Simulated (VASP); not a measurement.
# Fe3PO7 (Grattarolaite): structure and properties in VASP, part 5 of 8

How well does PBEsol + U reproduce what experiment finds for Fe3PO7 (Grattarolaite)? The cell is relaxed first, and properties follow on it. The start is a cell from a database of measured crystal structures.

VASP 6.6.1; PBEsol, DFT+U (Fe d 4 eV), spin-polarised from a ferromagnetic start; plane waves and PAW (Fe, P, O).

Still holding for the runs below: The magnetic state follows from one typed start and may not be the lowest. Experiment finds antiferromagnetic order in this phase (below 164 K, arxiv:1707.07433), so this ferromagnetic run describes another state.

So far, gap on the k-mesh (eV): step 2 (full relaxation (PBEsol + U)) 1.79. The relaxed cell has a = 8.026, c = 6.885 Å (conventional setting).

**5. Density of states (PBEsol + U)**

A density of states needs more k-points than a total energy; ISMEAR = -5 takes tetrahedra, and LORBIT projects the states on the PAW spheres. The mesh is finer than in the run before.

INCAR

```
SYSTEM = Fe3PO7
PREC = Accurate
ENCUT = 520
EDIFF = 1E-06
NELM = 100
ISMEAR = -5
SIGMA = 0.05
LREAL = .FALSE.
ALGO = Normal
GGA = PS
NBANDS = 76
ISPIN = 2
MAGMOM = 4.325 4.325 4.325 0.031 0.158 0.359 0.359 0.359 0.122 0.122 0.122
LDAU = .TRUE.
LDAUTYPE = 2
LDAUL = 2 -1 -1
LDAUU = 4 0 0
LDAUJ = 0 0 0
LDAUPRINT = 1
LASPH = .TRUE.
LMAXMIX = 4
LORBIT = 11
LWAVE = .FALSE.
LCHARG = .FALSE.
KPAR = 8
NEDOS = 2001
```

POSCAR

```
Fe3PO7
1.0
    4.0131358779      2.3169850794      2.2950053484
   -4.0131358779      2.3169850794      2.2950053484
    0.0000000000     -4.6339701588      2.2950053484
Fe P O
3 1 7
Direct
    0.5397198143      0.1503095739      0.5397198143
    0.5397198143      0.5397198143      0.1503095739
    0.1503095739      0.5397198143      0.5397198143
    0.0000821785      0.0000821785      0.0000821785
    0.2305545627      0.2305545627      0.2305545627
    0.3878148672      0.7673479303      0.3878148672
    0.3878148672      0.3878148672      0.7673479303
    0.7673479303      0.3878148672      0.3878148672
    0.8308162105      0.1472039706      0.8308162105
    0.8308162105      0.8308162105      0.1472039706
    0.1472039706      0.8308162105      0.8308162105
```

KPOINTS

```
Automatic mesh
0
Gamma
7 7 7
0 0 0
```

The projector-augmented-wave data sets are Fe, P and O (PBE family, release 64).

Command:

```sh
mpirun -np 8 vasp_std
```

Output:

```text
[... set-up lines as in an earlier step ...]
 entering main loop
       N       E                     dE             d eps       ncg     rms          rms(c)
DAV:   1     0.776526549816E+03    0.77653E+03   -0.29183E+04 13376   0.101E+03
DAV:   2     0.174452249546E+02   -0.75908E+03   -0.65527E+03 13768   0.302E+02
DAV:   3    -0.979528534318E+02   -0.11540E+03   -0.10800E+03 14888   0.128E+02
DAV:   4    -0.102270619351E+03   -0.43178E+01   -0.42861E+01 15656   0.267E+01
DAV:   5    -0.102333397375E+03   -0.62778E-01   -0.62756E-01 15140   0.337E+00    0.490E+01
DAV:   6    -0.802046090830E+02    0.22129E+02   -0.50800E+01 19456   0.770E+01    0.678E+01
DAV:   7    -0.810066035523E+02   -0.80199E+00   -0.10707E+01 16324   0.227E+01    0.336E+01
DAV:   8    -0.807175860945E+02    0.28902E+00   -0.11941E+00 20116   0.741E+00    0.213E+01
DAV:   9    -0.805820904452E+02    0.13550E+00   -0.22027E-01 19028   0.686E+00    0.609E+00
DAV:  10    -0.806131864024E+02   -0.31096E-01   -0.71576E-02 14948   0.355E+00    0.751E-01
DAV:  11    -0.806100701696E+02    0.31162E-02   -0.16242E-02 18748   0.141E+00    0.339E-01
DAV:  12    -0.806104773697E+02   -0.40720E-03   -0.48864E-03 15376   0.277E-01    0.155E-01
DAV:  13    -0.806106217005E+02   -0.14433E-03   -0.31104E-04 15924   0.911E-02    0.848E-02
DAV:  14    -0.806106709402E+02   -0.49240E-04   -0.44035E-05 15568   0.500E-02    0.482E-02
DAV:  15    -0.806106908596E+02   -0.19919E-04   -0.20740E-05 16960   0.410E-02    0.137E-02
DAV:  16    -0.806106924863E+02   -0.16267E-05   -0.64802E-06 15788   0.187E-02    0.925E-03
DAV:  17    -0.806106922332E+02    0.25309E-06   -0.14523E-06 12868   0.105E-02
   1 F= -.80610692E+02 E0= -.80610692E+02  d E =0.000000E+00  mag=    15.0000
```

It took 2.1 min on 8 MPI ranks of Intel Xeon Platinum 8259CL at 2.50GHz (Skylake/Cascade Lake), shared host; peak memory 5.6 GiB; 17 min of CPU time.

OUTCAR, selected parts (step 5):

```text
   k-points           NKPTS =     44   k-points in BZ     NKDIM =     44   number of bands    NBANDS=     76

   NELECT =      71.0000    total number of electrons

atom =   1  type =  1  l = 2

 onsite density matrix

spin component  1

spin component  2

  0.1520 -0.0183 -0.0358 -0.0382  0.0049
 -0.0183  0.1545  0.0087 -0.0496 -0.0593
 -0.0358  0.0087  0.1324 -0.0151  0.0207
 -0.0382 -0.0496 -0.0151  0.2118 -0.0183
  0.0049 -0.0593  0.0207 -0.0183  0.1576

 occupancies and eigenvectors

atom =   2  type =  1  l = 2

 onsite density matrix

spin component  1

  1.0050  0.0000 -0.0000 -0.0203  0.0000
  0.0000  1.0474 -0.0024 -0.0000 -0.0198
 -0.0000 -0.0024  0.9963 -0.0000 -0.0121
 -0.0203 -0.0000 -0.0000  0.9956 -0.0000
  0.0000 -0.0198 -0.0121 -0.0000  1.0021

spin component  2

  0.1605 -0.0000 -0.0000 -0.0699 -0.0000
 -0.0000  0.2404 -0.0174  0.0000 -0.0276
 -0.0000 -0.0174  0.1324 -0.0000 -0.0414
 -0.0699  0.0000 -0.0000  0.1258  0.0000
 -0.0000 -0.0276 -0.0414  0.0000  0.1491

 occupancies and eigenvectors

  o =  0.0711  v =  0.0000  0.0000  0.0000  0.0000  0.0000  0.6161  0.0000  0.0000  0.7876  0.0000      0.0000  0.0000  0.0000  0.0000  0.0000  0.0000  0.0000  0.0000  0.0000  0.0000
  o =  0.0920  v =  0.0000  0.0000  0.0000  0.0000  0.0000  0.0000  0.2058  0.7426 -0.0000  0.6374      0.0000  0.0000  0.0000  0.0000  0.0000  0.0000  0.0000  0.0000  0.0000  0.0000
  o =  0.1815  v =  0.0000  0.0000  0.0000  0.0000  0.0000  0.0000 -0.1447  0.6672 -0.0000 -0.7307      0.0000  0.0000  0.0000  0.0000  0.0000  0.0000  0.0000  0.0000  0.0000  0.0000
  o =  0.2152  v =  0.0000  0.0000  0.0000  0.0000  0.0000 -0.7876  0.0000  0.0000  0.6161  0.0000      0.0000  0.0000  0.0000  0.0000  0.0000  0.0000  0.0000  0.0000  0.0000  0.0000
  o =  0.2485  v =  0.0000  0.0000  0.0000  0.0000  0.0000  0.0000 -0.9678  0.0582 -0.0000  0.2448      0.0000  0.0000  0.0000  0.0000  0.0000  0.0000  0.0000  0.0000  0.0000  0.0000
  o =  0.9795  v = -0.6219  0.0000 -0.0000 -0.7831  0.0000  0.0000  0.0000  0.0000  0.0000  0.0000      0.0000  0.0000  0.0000  0.0000  0.0000  0.0000  0.0000  0.0000  0.0000  0.0000
  o =  0.9833  v =  0.0000  0.2389  0.6825 -0.0000  0.6907  0.0000  0.0000  0.0000  0.0000  0.0000      0.0000  0.0000  0.0000  0.0000  0.0000  0.0000  0.0000  0.0000  0.0000  0.0000
  o =  1.0076  v =  0.0000 -0.2691  0.7300 -0.0000 -0.6282  0.0000  0.0000  0.0000  0.0000  0.0000      0.0000  0.0000  0.0000  0.0000  0.0000  0.0000  0.0000  0.0000  0.0000  0.0000
  o =  1.0212  v = -0.7831  0.0000  0.0000  0.6219 -0.0000  0.0000  0.0000  0.0000  0.0000  0.0000      0.0000  0.0000  0.0000  0.0000  0.0000  0.0000  0.0000  0.0000  0.0000  0.0000
  o =  1.0550  v =  0.0000 -0.9330 -0.0358  0.0000  0.3581  0.0000  0.0000  0.0000  0.0000  0.0000      0.0000  0.0000  0.0000  0.0000  0.0000  0.0000  0.0000  0.0000  0.0000  0.0000

atom =   3  type =  1  l = 2

 onsite density matrix

spin component  1

spin component  2

  0.1520  0.0183  0.0358 -0.0382 -0.0049
  0.0183  0.1545  0.0087  0.0496 -0.0593
  0.0358  0.0087  0.1324  0.0151  0.0207
 -0.0382  0.0496  0.0151  0.2118  0.0183
 -0.0049 -0.0593  0.0207  0.0183  0.1576

 occupancies and eigenvectors

 E-fermi :   1.9915

 k-point     2 :       0.1429    0.0000    0.0000
  band No.  band energies     occupation
    ...
     39       1.3324      1.00000
     40       1.5315      1.00000
     41       1.5630      1.00000
     42       1.8790      1.00000
     43       1.8793      1.00000
     44       6.7890      0.00000
     45      10.5004      0.00000
     46      10.8340      0.00000
     47      10.8929      0.00000
     48      12.0257      0.00000
    ...

 k-point     3 :       0.2857    0.0000   -0.0000
  band No.  band energies     occupation
    ...
     39       1.3888      1.00000
     40       1.4498      1.00000
     41       1.5770      1.00000
     42       1.8548      1.00000
     43       1.8682      1.00000
     44       7.5061      0.00000
     45      10.0898      0.00000
     46      10.8955      0.00000
     47      11.0910      0.00000
     48      11.8526      0.00000
    ...

  Total        0.0410392      0.0410392      0.0133588      0.0000000      0.0000000      0.0000000
  in kB        0.5135325      0.5135325      0.1671612      0.0000000      0.0000000      0.0000000
  external PRESSURE =       0.3980754 kB  Pullay stress =       0.0000000 kB

 POSITION                                       TOTAL-FORCE (eV/Angst)
 -----------------------------------------------------------------------------------
      1.56276     -0.90226      2.82228         0.005707     -0.003295      0.007614
      0.00000      1.80452      2.82228         0.000000      0.006590      0.007614
     -1.56276     -0.90226      2.82228        -0.005707     -0.003295      0.007614
      0.00000      0.00000      0.00057         0.000000     -0.000000      0.003988
      0.00000      0.00000      1.58737         0.000000     -0.000000      0.008314
     -1.52312      0.87937      3.54114        -0.002927      0.001690     -0.009512
      0.00000     -1.75874      3.54114         0.000000     -0.003380     -0.009512
      1.52312      0.87937      3.54114         0.002927      0.001690     -0.009512
      2.74343     -1.58392      4.15129        -0.006606      0.003814     -0.002202
      0.00000      3.16784      4.15129         0.000000     -0.007627     -0.002202
     -2.74343     -1.58392      4.15129         0.006606      0.003814     -0.002202
 -----------------------------------------------------------------------------------
    total drift:                                0.000000      0.000000      0.000645

  FREE ENERGIE OF THE ION-ELECTRON SYSTEM (eV)
  ---------------------------------------------------
  free  energy   TOTEN  =       -80.6106922332 eV

  energy  without entropy=      -80.6106922332  energy(sigma->0) =      -80.61069223

[... 14 parts as in an earlier step ...]

[... 12 further parts left out ...]
```

Numbers from this step:

```
irreducible k-points           : 44
Fermi energy                   : 1.992 eV
pressure                       : 0.03981 GPa
valence top at k               : 0.4286, 0, 0
conduction bottom at k         : 0.4286, 0.4286, 0.1429
least direct gap at k          : 0.4286, 0, 0
gap on the k-mesh              : 1.757 eV
least direct gap on the k-mesh : 1.926 eV
```

The density of states has structure finer than the step of the table below, so its rows give means over 1 eV, whole bins alone (the curve runs from -12.0 to 9.69 eV). Peaks (eV: height): total down -6.2: 10.5, 2.0: 14.1, 2.2: 10.4, 2.3: 11.9; total up -7.1: 10.4, -6.2: 10.7, -6.0: 15.7, -0.4: 9.77; Fe d up -7.1: 7.23, -6.5: 6.46, -6.2: 8.54, -6.0: 14.0; Fe d down 2.0: 12.3, 2.2: 8.84, 2.3: 10.4, 2.8: 6.98; O p up -1.3: 5.51, -0.9: 4.68, -0.7: 4.38, -0.4: 6.21.

States under -12.0 eV and over 9.7 eV are left out. Table of density of states by energy, zero at the valence-band top; means over each step; 7 of 16 lines; values in states/eV/cell:

```tsv
energy (eV)	total down	total up	Fe d up	Fe d down	O p up	O p down	Fe p up
-11	0	0	0	0	0	0	0
-10	0	0.0331	0.00794	0	0.0107	0	3.8e-4
-9	0.127	0.966	0.210	0.00593	0.319	0.0481	0.0236
-8	0.870	2.20	1.20	0.0339	0.606	0.332	0.0229
-7	0	5.47	3.67	0	0.999	0	0.0631
-6	3.00	6.88	5.48	0.145	0.629	1.54	0.0509
-5	0.150	2.77	1.41	0.0111	0.653	0.0745	0.0775
-4	3.60	2.35	0.633	0.380	0.906	1.83	0.0613
-3	6.00	3.36	0.423	0.958	1.73	3.25	0.0963
-2	3.09	3.68	0.478	0.384	2.07	1.80	0.221
-1	4.06	5.15	0.728	0.350	3.19	2.61	0.139
0	0.0798	3.11	0.640	0.00356	1.92	0.0552	0.0623
1	0	0	0	0	0	0	0
2	6.43	0	0	5.56	0	0.281	0
3	5.41	0	0	4.18	0	0.635	0
4	3.15	1.6e-5	0	2.15	0	0.649	0
5	0.00690	0.0885	4.6e-4	1.9e-4	0.00697	3.8e-4	0.00100
6	0.157	0.291	0.00231	0.00372	0.0391	0.0179	0.00696
7	0.403	0.646	0.00696	0.00719	0.0976	0.0660	0.0258
8	0.712	1.32	0.0256	0.0124	0.204	0.125	0.0742
9	1.92	2.42	0.0736	0.0448	0.419	0.321	0.172
```

The gap on this mesh is 1.76 eV. In the top eV of the valence band the largest shares in the PAW spheres are O p 63 % and Fe d 15 %; in the lowest eV of the conduction band, Fe d 86 % and O p 5 %. The rest lies in smaller channels or between the spheres.

[end of part 5 of 8]

[Lines on the potential files, build, host, timing and source positions are cut from VASP's logs without a mark.]

[Logs are printed without paths, hosts, clocks, repeated set-up lines and the standing remarks that a program may print on its own settings, such as how far it seeks lower states.]

[Hosts, paths, dates, database ids (printed as entryN), source tags and the programs' standing remarks are cut or masked in the printed files.]

[A measured line is paired with the nearest computed mode of its activity, which favours agreement.]
